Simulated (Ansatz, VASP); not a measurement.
# Cross-check of ZnS between VASP and Ansatz

One calculation is typed for both programs; each brings its own data sets. How far apart do they land? The cell is taken from a series of runs on this material, whose earlier steps may have relaxed, scaled, displaced or heated it; both programs get it as it stands.

Calculated with Ansatz 0.2.0; plane waves, with VASP 6.6.1 beside it; zone-centre phonons at r2SCAN.

## Step 1: Starting point

It takes space group F-43m (No. 216, cubic). The conventional cell has a = 5.362 Å, b = 5.362 Å, c = 5.362 Å, α = 90.00°, β = 90.00°, γ = 90.00°. Zn has 4 S at 2.32 Å nearest. Nearest to S lie 4 Zn at 2.32 Å. Farther neighbours and most contacts between anions are not listed.

## Step 2: Ansatz: zone-centre phonons, r2SCAN, pair 1

Ansatz runs on its default PAW (the set named soft_2) files.

Second derivatives magnify differences that forces hide, and they need a tight electronic threshold.

input.yaml

```yaml
crystal:
  lattice:
    - [0.0, 2.6810791848, 2.6810791848]
    - [2.6810791848, 0.0, 2.6810791848]
    - [2.6810791848, 2.6810791848, 0.0]
  atoms:
    - { symbol: Zn, position: [0.25, 0.25, 0.25] }
    - { symbol: S, position: [0.0, 0.0, 0.0] }
kpoints:
  mp_grid: { grid: [8, 8, 8] }
hamiltonian:
  xc: r2scan
scf:
  occupations: { method: fixed }
output:
  eigenvalues: true
phonons:
  method: dfpt
```

Command:

```bash
> ansatz run input.yaml --threads 4 --pin off --max-ram 7168MiB --backend cpu --events-out ev --progress --plain --runs-dir out
```

Numbers of over 12 decimals in the logs are rounded to 6 here.

What it wrote:

```text
Engine: ansatz 0.2.0, aarch64-unknown-linux-gnu
Pseudopotentials: kind: paw
Pseudopotential: Zn, paw, valence charge 12, recommended cutoff 500 eV (meta_gga), Zn.paw.azcp
Pseudopotential: S, paw, valence charge 6, recommended cutoff 500 eV (meta_gga), S.paw.azcp
Functional definition: r2SCAN
  parameter k0 = 0.174
  parameter k1 = 0.065
  parameter a1 = 4.9479
  exchange = r2scan_x(k0 = k0, k1 = k1, a1 = a1)
  correlation = r2scan_c
Crystal: 2 atoms, lattice volume = 38.544 Å³
Basis set: ecut = 500 eV, 941 PW (Γ), exchange–correlation on 150×150×150 points (125 copies of the dense FFT grid, shifted against one another)
Bands: 13, of which v1, the nominal top of the filled ones, is band 9 counted from 1 (8 counted from 0)
Symmetry: 24 space group operations
k-points: 95 of 512 (irreducible under 4 space group operations, time reversal used)
Non-local potential: Zn, projectors of the file, l = 0: 2, l = 1: 2, l = 2: 3, l = 3: 1
Non-local potential: S, projectors of the file, l = 0: 2, l = 1: 2, l = 2: 2
PAW form: soft (Blöchl's): semilocal exchange-correlation on the pseudo side does not see the compensation charge
PAW frozen core: Zn, regenerated for the run's functional (the file was generated under x = pbe(κ = 0.804, μ = 0.219515), c = pbe(β = 0.066725))
PAW frozen core: S, regenerated for the run's functional (the file was generated under x = pbe(κ = 0.804, μ = 0.219515), c = pbe(β = 0.066725))
PAW one-centre angular grid: Zn, 590 points (default); XC on 261 of its mesh's 2673 points in the sphere
PAW one-centre angular grid: S, 302 points (default); XC on 160 Gauss nodes
Initial density: superposition of atomic densities (neutral atoms: chi_scale 0, normalization atom), corrected by the library's trained network
Initial wavefunctions: pseudopotential atomic-orbital guess
Functional: x = r2scan, c = r2scan; τ floored in thin density (d = 2e-4 eV/Å³)
SCF iter   1: F=—  HF=-4233.449636 eV  |F-HF|=—  |Δ(HF+E_count)|=         —  Δρ=1.57e-2  dr2=4.72e-2  dr2_τ=7.02e-3  ethr=1.77e-3  ⟨swp⟩=4.6  Hψ=6609  notcnv=0  defer=139
preconditioner: auto → none  [insulator: Δε(μ)=2.757 eV  Ē_g=13.165 eV  n_scr=14 (ndim 8)  ℏωp=25.4 eV  f_vac=0.024  ε∞_Penn≈4.7]
SCF iter   2: F=—  HF=-4233.453188 eV  |F-HF|=—  |Δ(HF+E_count)|=   3.55e-3  Δρ=4.79e-3  dr2=8.60e-3  dr2_τ=3.57e-4  ethr=2.62e-4  ⟨swp⟩=2.3  Hψ=3003  notcnv=0  defer=180
SCF iter   3: F=—  HF=-4233.447844 eV  |F-HF|=—  |Δ(HF+E_count)|=   5.34e-3  Δρ=2.92e-3  dr2=1.35e-3  dr2_τ=8.42e-6  ethr=4.78e-5  ⟨swp⟩=2.1  Hψ=2207  notcnv=0  defer=180
SCF iter   4: F=—  HF=-4233.448176 eV  |F-HF|=—  |Δ(HF+E_count)|=   3.32e-4  Δρ=2.68e-4  dr2=4.39e-5  dr2_τ=2.34e-6  ethr=7.49e-6  ⟨swp⟩=3.0  Hψ=3048  notcnv=0  defer=182
SCF iter   5: F=—  HF=-4233.448161 eV  |F-HF|=—  |Δ(HF+E_count)|=   1.51e-5  Δρ=1.23e-4  dr2=5.32e-6  dr2_τ=6.59e-8  ethr=2.44e-7  ⟨swp⟩=2.0  Hψ=1477  notcnv=0
SCF iter   6: F=—  HF=-4233.448162 eV  |F-HF|=—  |Δ(HF+E_count)|=   1.28e-6  Δρ=7.93e-6  dr2=1.77e-8  dr2_τ=2.15e-9  ethr=2.96e-8  ⟨swp⟩=2.3  Hψ=1958  notcnv=0
SCF iter   7: F=—  HF=-4233.448162 eV  |F-HF|=—  |Δ(HF+E_count)|=   2.26e-7  Δρ=1.25e-6  dr2=3.16e-10  dr2_τ=1.11e-11  ethr=9.81e-11  ⟨swp⟩=2.0  Hψ=2090  notcnv=0
SCF iter   8: F=-4233.448162 eV  HF=-4233.448162 eV  |F-HF|=9.09e-13  |Δ(HF+E_count)|=  2.69e-10  Δρ=9.10e-8  dr2=3.28e-12  dr2_τ=1.49e-13  ethr=1.00e-12  ⟨swp⟩=6.3  Hψ=6463  notcnv=0
SCF 1 converged in 8 iterations: F = -4233.448162 eV  dr2 = 3.28e-12
  greatest PAW one-centre occupation: 0.983 electrons in one spin orbital (limit 2), on the Zn atom at site 0 (counted from 0), in its partial waves of l = 2
DFPT response loops at Γ: preconditioner auto → none (the input reference at scf.mixing.eps_inf says where Resta's filter doesn't serve); β = 0.50; Broyden in place of MSR1
SCF converged after 8 iterations
Free energy (F): -4233.448162 eV
Harris-Foulkes:  -4233.448162 eV  (|F-HF|=9.09e-13)
Internal energy: -4233.448162 eV  (E = F + TS)
E sigma→0 (E₀):  -4233.448162 eV
Fermi energy:    5.817859 eV
--- Per-component energies (eV) ---
  E_band       = 1.526249
  E_kinetic    = 237.974037
  E_local      = -2031.319985  (includes V_loc(G=0)·N_el)
  E_nonlocal   = 646.454675
  E_hartree    = 852.635022
  E_xc         = -216.044033
  E_vxc        = -148.585790  (∫ρ·V_xc dr)
  E_paw        = -2459.695861  (= ΣΔE_a)
  E_vpaw       = -415.616834  (= ΣTr[D̂ρ^β])
  E_aug_tail   = -0.000054  (compensation charges beyond the density's cutoff)
  E_vtau       = 7.350177  (kinetic-family band-sum trace: ∫τ·v_τ [+ j·A + Jᵃ·Aᵃ] dr)
  E_ewald      = -1263.159578
  E_core_change = -0.292385  (= ΣΔE_core)
  E_smearing   = -0.000000  (= −TS)
  E_closure    = -0.000000  (closes the sum)
  Σ components = -4233.448162   (vs F -4233.448162, Δ=0.00e0)
--- Band table (eV; the first three rows and the last of 95) ---
  k-point 0: bands = [... 5 lower, -0.2066, 5.8179, 5.8179, 5.8179, 8.5906, 12.6687, 12.6687, 12.6687]
  k-point 1: bands = [... 5 lower, -0.2083, 4.7148, 5.6612, 5.6612, 9.3780, 12.5883, 12.9375, 12.9375]
  k-point 2: bands = [... 5 lower, -0.2047, 2.9107, 5.3190, 5.3190, 9.8885, 13.3127, 13.3127, 13.3185]
  k-point 94: bands = [... 5 lower, 0.2189, 1.0624, 2.8903, 2.9376, 11.8471, 12.5019, 14.3137, 14.4642]
--- Phonons (Γ-DFPT): 2 representative perturbations + reference, on 95 of 512 k-points (Σ response iterations 11) ---
  k mesh reduced under 4 symmetry operations, with k and −k counted as one. Each operation leaves every solved perturbation unchanged. A smaller set is not considered because the functional reads the kinetic-energy density
  ASR residual: 2.135e-4 → 0.000e0 eV/Å²; symmetrization residual: 4.858e-6 eV/Å²
  ASR residual per site (eV/Å²): 2.44e-5 2.14e-4
  Γ frequencies (cm⁻¹): 0.00 0.00 0.00 280.60 280.60 280.60
  non-analytic LO–TO correction: not included (Born effective charges unavailable; polar crystals: no LO–TO splitting at Γ)
```

## Step 3: VASP: zone-centre phonons, r2SCAN, pair 1

The same cell, functional and mesh now go to VASP, with its own data sets.

Lines of VASP's logs that name or quote its potential files are left out, and so is its time.

INCAR

```
SYSTEM = ZnS
PREC = Accurate
ENCUT = 550
EDIFF = 1E-08
NELM = 120
ISMEAR = 0
SIGMA = 0.01
LREAL = .FALSE.
ALGO = Normal
METAGGA = R2SCAN
LASPH = .TRUE.
NBANDS = 15
LORBIT = 11
LWAVE = .FALSE.
LCHARG = .FALSE.
ISIF = 2
IBRION = 6
NFREE = 2
POTIM = 0.015
NSW = 1
GGA_COMPAT = .FALSE.
EFERMI = MIDGAP
LMIXTAU = .TRUE.
KPAR = 2
```

POSCAR

```
ZnS
1.0
    0.0000000000      2.6810791848      2.6810791848
    2.6810791848      0.0000000000      2.6810791848
    2.6810791848      2.6810791848      0.0000000000
Zn S
1 1
Direct
    0.2500000000      0.2500000000      0.2500000000
    0.0000000000      0.0000000000      0.0000000000
```

KPOINTS

```
Automatic mesh
0
Gamma
8 8 8
0 0 0
```

Potentials, in the order of the species: Zn and S (PBE family, release 64).

Command:

```bash
> mpirun -np 2 vasp_std
```

What it wrote:

```text
[banner, memory and clock lines left out]
running    2 mpi-ranks, on    1 nodes
 distrk:  each k-point on    1 cores,    2 groups
 distr:  one band on    1 cores,    1 groups

 POSCAR found type information on POSCAR ZnS
 POSCAR found :  2 types and       2 ions
|                                                                             |
|               ----> ADVICE to this user running VASP <----                  |
|                                                                             |
|     You enforced a specific xc type in the INCAR file but a different       |
|     [... a line on the potential file left out ...]
|     I HOPE YOU KNOW WHAT YOU ARE DOING!                                     |
|                                                                             |

 LDA part: xc-table for (None), standard interpolation
 POSCAR, INCAR and KPOINTS ok, starting setup
 FFT: planning ... GRIDC
 FFT: planning ... GRID_SOFT
 FFT: planning ... GRID
 WAVECAR not read
 entering main loop
       N       E                     dE             d eps       ncg     rms          rms(c)
DAV:   1     0.708173663819E+02    0.70817E+02   -0.93774E+03   870   0.154E+03
DAV:   2    -0.163308014340E+02   -0.87148E+02   -0.81360E+02   982   0.280E+02
DAV:   3    -0.218738760978E+02   -0.55431E+01   -0.55156E+01  1038   0.666E+01
DAV:   4    -0.219300124538E+02   -0.56136E-01   -0.56123E-01  1094   0.702E+00
DAV:   5    -0.219306108799E+02   -0.59843E-03   -0.59841E-03  1059   0.682E-01    0.742E+00
DAV:   6    -0.188483568103E+02    0.30823E+01   -0.17844E+00   989   0.427E+01    0.679E+00
DAV:   7    -0.187832742345E+02    0.65083E-01   -0.58160E-01   947   0.146E+01    0.355E+00
DAV:   8    -0.188441481810E+02   -0.60874E-01   -0.12576E-01   870   0.460E+00    0.155E+00
DAV:   9    -0.188291942460E+02    0.14954E-01   -0.12065E-01   870   0.355E+00    0.380E-01
DAV:  10    -0.188584081812E+02   -0.29214E-01   -0.46489E-02   870   0.214E+00    0.153E-01
DAV:  11    -0.188638118698E+02   -0.54037E-02   -0.30939E-03  1038   0.691E-01    0.589E-02
DAV:  12    -0.188554266866E+02    0.83852E-02   -0.35633E-03   870   0.748E-01    0.929E-02
DAV:  13    -0.188641142033E+02   -0.86875E-02   -0.21392E-03   884   0.515E-01    0.181E-02
DAV:  14    -0.188642291028E+02   -0.11490E-03   -0.50903E-05  1052   0.726E-02    0.105E-02
[...]
DAV:  19    -0.188642363556E+02   -0.20861E-06   -0.67111E-09   855   0.116E-03    0.245E-03
DAV:  20    -0.188642364961E+02   -0.14055E-06   -0.27267E-08   876   0.229E-03    0.136E-03
DAV:  21    -0.188642366789E+02   -0.18271E-06   -0.42828E-09   701   0.757E-04    0.788E-04
DAV:  22    -0.188642367027E+02   -0.23809E-07   -0.11533E-09   456   0.312E-04    0.556E-04
DAV:  23    -0.188642367684E+02   -0.65706E-07   -0.39524E-10   456   0.284E-04    0.309E-04
DAV:  24    -0.188642367907E+02   -0.22344E-07   -0.12026E-09   442   0.337E-04    0.198E-05
DAV:  25    -0.188642368153E+02   -0.24573E-07   -0.17010E-10   456   0.178E-04    0.340E-05
DAV:  26    -0.188642368172E+02   -0.18736E-08   -0.39758E-11   449   0.702E-05
   1 F= -.18864237E+02 E0= -.18864237E+02  d E =0.000000E+00
[...]
2 F= -.18863582E+02 E0= -.18863582E+02  d E =0.000000E+00
[...]
3 F= -.18863582E+02 E0= -.18863582E+02  d E =0.000000E+00
[...]
4 F= -.18863528E+02 E0= -.18863528E+02  d E =0.000000E+00
 Finite differences progress:
  Degree of freedom:   2/  2
  Displacement:        1/  2
  Total:               3/  4
 bond charge predicted
       N       E                     dE             d eps       ncg     rms          rms(c)
DAV:   1    -0.188586995951E+02    0.48279E-02   -0.52939E-01  2850   0.386E+00    0.299E-01
DAV:   2    -0.188636356117E+02   -0.49360E-02   -0.40401E-02  3403   0.146E+00    0.129E-01
DAV:   3    -0.188633330934E+02    0.30252E-03   -0.54264E-04  3375   0.218E-01    0.616E-02
DAV:   4    -0.188633958580E+02   -0.62765E-04   -0.66811E-04  2997   0.196E-01    0.334E-02
DAV:   5    -0.188634430797E+02   -0.47222E-04   -0.33529E-04  2920   0.149E-01    0.124E-02
DAV:   6    -0.188635215363E+02   -0.78457E-04   -0.10053E-04  2934   0.761E-02    0.968E-03
DAV:   7    -0.188635257747E+02   -0.42384E-05   -0.31263E-06  3718   0.163E-02    0.624E-03
DAV:   8    -0.188635267617E+02   -0.98702E-06   -0.91935E-07  3060   0.874E-03    0.194E-03
DAV:   9    -0.188635274946E+02   -0.73287E-06   -0.46490E-07  3270   0.544E-03    0.123E-03
DAV:  10    -0.188635274958E+02   -0.12228E-08   -0.25392E-08  3480   0.134E-03
   5 F= -.18863527E+02 E0= -.18863527E+02  d E =0.000000E+00
 Finite differences progress:
  Degree of freedom:   2/  2
  Displacement:        2/  2
  Total:               4/  4
```

OUTCAR, selected parts (step 3):

```text
ion  position               nearest neighbor table
   1  0.250  0.250  0.250-   2 2.32   2 2.32   2 2.32   2 2.32
   2  0.000  0.000  0.000-   1 2.32   1 2.32   1 2.32   1 2.32

  LATTYP: Found a face centered cubic cell.
 ALAT       =     5.3621583696

 Subroutine GETGRP returns: Found 24 space group operations
 (whereof 24 operations were pure point group operations)

The static configuration has the point symmetry T_d .

 Found     29 irreducible k-points:

   k-points           NKPTS =     29   k-points in BZ     NKDIM =     29   number of bands    NBANDS=     15

   dimension x,y,z NGX =    30 NGY =   30 NGZ =   30
   dimension x,y,z NGXF=    60 NGYF=   60 NGZF=   60

   ENCUT  =  550.0 eV  40.42 Ry    6.36 a.u.   7.25  7.25  7.25*2*pi/ulx,y,z

   NELECT =      18.0000    total number of electrons

 k-points in reciprocal lattice and weights: Automatic mesh
   0.00000000  0.00000000  0.00000000       0.002
   0.12500000  0.00000000  0.00000000       0.016
   0.25000000  0.00000000  0.00000000       0.016
   0.37500000  0.00000000  0.00000000       0.016
   0.50000000  0.00000000  0.00000000       0.008
   0.12500000  0.12500000  0.00000000       0.012
   0.25000000  0.12500000  0.00000000       0.047
   0.37500000  0.12500000  0.00000000       0.047
   0.50000000  0.12500000  0.00000000       0.047
[...]
-0.37500000  0.50000000  0.12500000       0.023
  -0.25000000  0.50000000  0.25000000       0.012

 average (electrostatic) potential at core
       1 -41.6127       2 -91.4417

 E-fermi :   3.4516

 k-point     1 :       0.0000    0.0000    0.0000
  band No.  band energies     occupation
    ...
      5      -3.9667      2.00000
      6      -3.9667      2.00000
      7       2.0396      2.00000
      8       2.0534      2.00000
      9       2.0654      2.00000
     10       4.8378      0.00000
     11       8.9302      0.00000
     12       8.9366      0.00000
     13       8.9446      0.00000
     14      14.3824      0.00000
    ...

 k-point     2 :       0.1250    0.0000    0.0000
  band No.  band energies     occupation
    ...
      5      -3.9683      2.00000
      6      -3.9681      2.00000
      7       0.9591      2.00000
      8       1.8828      2.00000
      9       1.9047      2.00000
     10       5.6235      0.00000
     11       8.8480      0.00000
     12       9.1960      0.00000
     13       9.2170      0.00000
     14      13.7676      0.00000
    ...

 k-point     3 :       0.2500    0.0000    0.0000
  band No.  band energies     occupation
    ...
      5      -3.9650      2.00000
      6      -3.9640      2.00000
      7      -0.8427      2.00000
      8       1.5400      2.00000
      9       1.5712      2.00000
     10       6.1273      0.00000
     11       9.5443      0.00000
     12       9.5838      0.00000
     13       9.6006      0.00000
     14      13.5744      0.00000
    ...

  Total        0.2982234      0.3002985      0.3002985      0.0000000     -0.0944504      0.0000000
  in kB       12.3963354     12.4825946     12.4825946      0.0000000     -3.9260470      0.0000000
  external PRESSURE =      12.4538415 kB  Pullay stress =       0.0000000 kB

  energy-cutoff  :      550.00
  volume of cell :       38.54
      direct lattice vectors                 reciprocal lattice vectors
     0.000000000  2.681079185  2.681079185    -0.186492067  0.186492067  0.186492067
     2.681079185  0.000000000  2.681079185     0.186492067 -0.186492067  0.186492067
     2.681079185  2.681079185  0.000000000     0.186492067  0.186492067 -0.186492067

 POSITION                                       TOTAL-FORCE (eV/Angst)
 -----------------------------------------------------------------------------------
      1.34054      1.34054      1.34054        -0.094048      0.000000      0.000000
     -0.01500      0.00000      0.00000         0.094048     -0.000000     -0.000000
 -----------------------------------------------------------------------------------
    total drift:                               -0.000007      0.000001      0.000001

  FREE ENERGIE OF THE ION-ELECTRON SYSTEM (eV)
  ---------------------------------------------------
  free  energy   TOTEN  =       -18.8635274958 eV

  energy  without entropy=      -18.8635274958  energy(sigma->0) =      -18.86352750

 Eigenvectors and eigenvalues of the dynamical matrix
 ----------------------------------------------------

   1 f  =    8.383971 THz    52.678044 2PiTHz  279.659172 cm-1    34.673303 meV
             X         Y         Z           dx          dy          dz
      1.340540  1.340540  1.340540    -0.566010    0.000000    0.000000
      0.000000  0.000000  0.000000     0.824399    0.000000    0.000000

   2 f  =    8.383971 THz    52.678044 2PiTHz  279.659172 cm-1    34.673303 meV
             X         Y         Z           dx          dy          dz
      1.340540  1.340540  1.340540     0.000000    0.566010    0.000000
      0.000000  0.000000  0.000000     0.000000   -0.824399    0.000000

   3 f  =    8.383971 THz    52.678044 2PiTHz  279.659172 cm-1    34.673303 meV
             X         Y         Z           dx          dy          dz
      1.340540  1.340540  1.340540     0.000000    0.000000   -0.566010
      0.000000  0.000000  0.000000     0.000000    0.000000    0.824399

   4 f/i=    0.077561 THz     0.487332 2PiTHz    2.587166 cm-1     0.320768 meV
             X         Y         Z           dx          dy          dz
      1.340540  1.340540  1.340540     0.000000   -0.824399    0.000000
      0.000000  0.000000  0.000000     0.000000   -0.566010    0.000000

   5 f/i=    0.077561 THz     0.487332 2PiTHz    2.587166 cm-1     0.320768 meV
             X         Y         Z           dx          dy          dz
      1.340540  1.340540  1.340540     0.000000    0.000000    0.824399
      0.000000  0.000000  0.000000     0.000000    0.000000    0.566010

   6 f/i=    0.077561 THz     0.487332 2PiTHz    2.587166 cm-1     0.320768 meV
             X         Y         Z           dx          dy          dz
      1.340540  1.340540  1.340540    -0.824399    0.000000    0.000000
      0.000000  0.000000  0.000000    -0.566010    0.000000    0.000000

 ELASTIC MODULI CONTR FROM IONIC RELAXATION (kBar)
 Direction    XX          YY          ZZ          XY          YZ          ZX
 --------------------------------------------------------------------------------
 XX          -0.0000     -0.0000     -0.0000      0.0000      0.0000     -0.0000
 YY          -0.0000     -0.0000     -0.0000      0.0000      0.0000     -0.0000
 ZZ          -0.0000     -0.0000     -0.0000     -0.0000      0.0000     -0.0000
 XY           0.0000      0.0000     -0.0000   -286.1678      0.0000      0.0000
 YZ           0.0000      0.0000      0.0000      0.0000   -286.1678      0.0000
 ZX          -0.0000     -0.0000     -0.0000      0.0000      0.0000   -286.1678
 --------------------------------------------------------------------------------

 total charge
# of ion       s       p       d       tot
------------------------------------------
    1        0.506   0.495   9.821  10.823
    2        1.302   2.477   0.000   3.779
--------------------------------------------------
tot          1.809   2.972   9.821  14.601

[... 3 further parts left out ...]
```

CONTCAR:

```
ZnS
   1.00000000000000
     0.0000000000000000    2.6810791848000002    2.6810791848000002
     2.6810791848000002    0.0000000000000000    2.6810791848000002
     2.6810791848000002    2.6810791848000002    0.0000000000000000
  Zn              S
     1     1
Direct
     0.2500000000000000    0.2500000000000000    0.2500000000000000
     0.0027973810107960   -0.0027973810107960   -0.0027973810107960
```

The last energy, forces, stress and levels in OUTCAR belong to the last displaced cell, not to the cell of POSCAR. The PAW data sets were made with PBE, which is usual practice but a small mismatch for other functionals.

Levels, forces or a CONTCAR printed for this step are those of its last displaced cell, not of the structure at rest.

## Step 4: Side by side

Known differences besides the potentials themselves: VASP keeps PBE cores, Ansatz makes them for the functional; fixed occupations in Ansatz, narrow Gaussian smearing in VASP; the cutoff is 500 eV in Ansatz and 550 eV in VASP; VASP uses finite displacements, Ansatz perturbation theory. Total energies have different zeros and are not compared.

Compared:

| quantity | Ansatz | VASP | difference |
| --- | --- | --- | --- |
| optical mode 1 to 3 (cm⁻¹) | 280.6 | 279.7 | +0.34 % |

Modes are paired by rising frequency, not by their patterns, so a pair may set unlike modes beside each other; they are those without the splitting of longitudinal modes.

[end of part 1 of 2]

[Lines on the potential files, build, host, timing and source positions are cut from VASP's logs without a mark.]

[Logs are printed without paths, hosts, clocks, repeated set-up lines and the standing remarks that a program may print on its own settings, such as how far it seeks lower states.]

[Hosts, paths, dates, database ids (printed as entryN), source tags and the programs' standing remarks are cut or masked in the printed files.]
